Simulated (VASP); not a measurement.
Calculation: PBEsol GGA, VASP's PBE PAW potentials (set 64) (plane waves; VASP).

The input files of a VASP run:

### INCAR
```
SYSTEM  =  CsPbBr3
PREC  =  Accurate; ENCUT  =  520; LREAL  =  .False.
LASPH  =  .True.
EDIFF  =  1E-7; NELM  =  100; ALGO  =  Normal
LMAXMIX  =  4
ISMEAR  =  0; SIGMA  =  0.05
GGA  =  PS
ISIF  =  2
LWAVE  =  .False.; LCHARG  =  .False.
```

File POSCAR:
```
CsPbBr3
1
    5.7551490320     0.0000000000     0.0000000000
    0.0000000000     5.7551490320     0.0000000000
    0.0000000000     0.0000000000     5.7551490320
Cs Pb Br
1 1 3
Direct
  0.0000000000   0.0000000000   0.0000000000
  0.5000000000   0.5000000000   0.5000000000
  0.5000000000   0.0000000000   0.5000000000
  0.0000000000   0.5000000000   0.5000000000
  0.5000000000   0.5000000000   0.0000000000
```

**KPOINTS**
```
Regular mesh
0
Gamma
  4 4 4
0 0 0
```

POTCAR, in this order: Cs_sv Pb_d Br (PBE.64 set). Program: vasp_std.

Output of the run:

**OUTCAR**
```
 ion  position               nearest neighbor table
   1  0.000  0.000  0.000-
   2  0.500  0.500  0.500-   3 2.88   4 2.88   5 2.88   5 2.88   3 2.88   4 2.88
   3  0.500  0.000  0.500-   2 2.88   2 2.88
   4  0.000  0.500  0.500-   2 2.88   2 2.88
   5  0.500  0.500  0.000-   2 2.88   2 2.88
  LATTYP: Found a simple cubic cell.
 ALAT       =     5.7551490320
 Subroutine PRICEL returns:
 Original cell was already a primitive cell.
 Subroutine GETGRP returns: Found 48 space group operations
The static configuration has the point symmetry O_h .
The dynamic configuration has the point symmetry O_h .
 Subroutine INISYM returns: Found 48 space group operations
 Subroutine IBZKPT returns following result:
 Found     10 irreducible k-points:

 Following reciprocal coordinates:
            Coordinates               Weight
  0.000000  0.000000  0.000000      1.000000
  0.250000  0.000000  0.000000      6.000000
  0.500000  0.000000  0.000000      3.000000
  0.250000  0.250000  0.000000     12.000000
  0.500000  0.250000  0.000000     12.000000
  0.500000  0.500000  0.000000      3.000000
  0.250000  0.250000  0.250000      8.000000
  0.500000  0.250000  0.250000     12.000000
  0.500000  0.500000  0.250000      6.000000
  0.500000  0.500000  0.500000      1.000000
   k-points           NKPTS =     10   k-points in BZ     NKDIM =     10   number of bands    NBANDS=     26
   number of dos      NEDOS =    301   number of ions     NIONS =      5
   total plane-waves  NPLWV = 110592
   dimension x,y,z NGX =    48 NGY =   48 NGZ =   48
   dimension x,y,z NGXF=    96 NGYF=   96 NGZF=   96
   ions per type =               1   1   3
   PREC   = accura    normal or accurate (medium, high low for compatibility)
   ISTART =      0    job   : 0-new  1-cont  2-samecut
   ICHARG =      2    charge: 1-file 2-atom 10-const
   ISPIN  =      1    spin polarized calculation?
   LNONCOLLINEAR =      F non collinear calculations
...
```

### OSZICAR
```
       N       E                     dE             d eps       ncg     rms          rms(c)
DAV:   1     0.410440310489E+03    0.41044E+03   -0.19222E+04   520   0.154E+03
DAV:   2     0.299554973826E+02   -0.38048E+03   -0.37315E+03   656   0.343E+02
DAV:   3    -0.153273754447E+02   -0.45283E+02   -0.44949E+02   616   0.126E+02
DAV:   4    -0.170965452413E+02   -0.17692E+01   -0.17641E+01   656   0.323E+01
DAV:   5    -0.171540204770E+02   -0.57475E-01   -0.57394E-01   652   0.481E+00    0.495E+00
DAV:   6    -0.167410448977E+02    0.41298E+00   -0.80810E-01   746   0.959E+00    0.292E+00
DAV:   7    -0.167061572502E+02    0.34888E-01   -0.46247E-01   782   0.437E+00    0.886E-01
DAV:   8    -0.167100628617E+02   -0.39056E-02   -0.58818E-02   690   0.219E+00    0.217E-01
DAV:   9    -0.167104984660E+02   -0.43560E-03   -0.85136E-03   738   0.784E-01    0.984E-02
DAV:  10    -0.167106470916E+02   -0.14863E-03   -0.68805E-04   650   0.183E-01    0.340E-02
DAV:  11    -0.167107180125E+02   -0.70921E-04   -0.18566E-04   708   0.111E-01    0.191E-02
DAV:  12    -0.167107200190E+02   -0.20065E-05   -0.13872E-05   762   0.284E-02    0.762E-03
DAV:  13    -0.167107195686E+02    0.45034E-06   -0.33561E-06   688   0.186E-02    0.256E-03
DAV:  14    -0.167107198362E+02   -0.26757E-06   -0.63939E-07   666   0.638E-03    0.191E-03
DAV:  15    -0.167107197958E+02    0.40402E-07   -0.10535E-07   408   0.385E-03
   1 F= -.16710720E+02 E0= -.16710720E+02  d E =-.370447E-11
```

OUTCAR:
```
------------------------ aborting loop because EDIFF is reached ----------------------------------------
  FORCE on cell =-STRESS in cart. coord.  units (eV):
  Direction    XX          YY          ZZ          XY          YZ          ZX
  --------------------------------------------------------------------------------------
  Total        1.9623854      1.9623854      1.9623854      0.0000000      0.0000000     -0.0000000
  in kB       16.4939686     16.4939686     16.4939686      0.0000000      0.0000000     -0.0000000
  external PRESSURE =      16.4939686 kB  Pullay stress =       0.0000000 kB
  volume of cell :      190.62
      direct lattice vectors                 reciprocal lattice vectors
     5.755149032  0.000000000  0.000000000     0.173757446  0.000000000  0.000000000
     0.000000000  5.755149032  0.000000000     0.000000000  0.173757446  0.000000000
     0.000000000  0.000000000  5.755149032     0.000000000  0.000000000  0.173757446
 POSITION                                       TOTAL-FORCE (eV/Angst)
 -----------------------------------------------------------------------------------
      0.00000      0.00000      0.00000         0.000000      0.000000      0.000000
      2.87757      2.87757      2.87757         0.000000      0.000000      0.000000
      2.87757      0.00000      2.87757         0.000000      0.000000      0.000000
      0.00000      2.87757      2.87757         0.000000      0.000000      0.000000
      2.87757      2.87757      0.00000         0.000000      0.000000      0.000000
 -----------------------------------------------------------------------------------
    total drift:                                0.000000     -0.000000     -0.000000
  FREE ENERGIE OF THE ION-ELECTRON SYSTEM (eV)
  ---------------------------------------------------
  free  energy   TOTEN  =       -16.7107197958 eV

  energy  without entropy=      -16.7107197958  energy(sigma->0) =      -16.71071980
```
(Selected blocks of OUTCAR.)

The compound is CsPbBr3 in the cubic perovskite structure, the ideal cubic form; the compound distorts at low or room temperature. This cell is one point of a volume scan, at 0.94 of the reference volume.
